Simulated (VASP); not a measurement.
VASP ran on this input.

File KPOINTS:
```
Automatic mesh
0
Gamma
  9 9 9
```

File POSCAR:
```
LiCl
1.0
  0.0000000000   2.4807355413   2.4807355413
  2.4807355413   0.0000000000   2.4807355413
  2.4807355413   2.4807355413   0.0000000000
Li Cl
1 1
Cart
  0.0000000000   0.0000000000   0.0000000000
  2.4807355413   2.4807355413   2.4807355413
```

INCAR:
```
ALGO  =  Normal
EDIFF  =  1E-6
EDIFFG  =  -0.02
ENCUT  =  620
IBRION  =  2
ISIF  =  3
ISMEAR  =  0
LASPH  =  T
LCHARG  =  F
LREAL  =  F
LWAVE  =  F
NELM  =  100
NSW  =  40
PREC  =  Accurate
PSTRESS  =  50
SIGMA  =  0.05
SYSTEM  =  LiCl
```

POTCAR, in this order: Li_sv Cl (LDA.64 set). Program: vasp_std.

Write an equivalent input for Ansatz.

One equivalent input (not run):
Ansatz 0.2 input:
```yaml
crystal:
  lattice:
    - [0.0000000, 2.4807355, 2.4807355]
    - [2.4807355, 0.0000000, 2.4807355]
    - [2.4807355, 2.4807355, 0.0000000]
  atoms:
    - { symbol: Li, position: [0.0000000, 0.0000000, 0.0000000] }
    - { symbol: Cl, position: [0.5000000, 0.5000000, 0.5000000] }
kpoints:
  mp_grid: { grid: [9, 9, 9] }
hamiltonian:
  xc: lda
  pseudopotentials: { kind: paw }
scf:
  occupations: { method: gaussian, width: 0.05 }
  max_iter: 100
relax:
  max_steps: 40
  f_tol: 0.02
  cell: { p_target: 5 }
output: { forces: true, stress: true, eigenvalues: true }
```
The two are equivalent in intent, not identical: each code has its own PAW files, so the cut-off isn't converted (ENCUT is set for VASP's; basis.ecutwfc is left out, and Ansatz then takes the one that its files recommend); Ansatz stops its SCF on the density residual and VASP on the energy change (EDIFF); Ansatz's lda is the Perdew-Wang form, while the LDA potentials of VASP carry Perdew-Zunger's.

The compound is LiCl in the rock salt structure. This run relaxes it under an external pressure of 5 GPa. Symmetry was kept, so distortions that lower it aren't found.
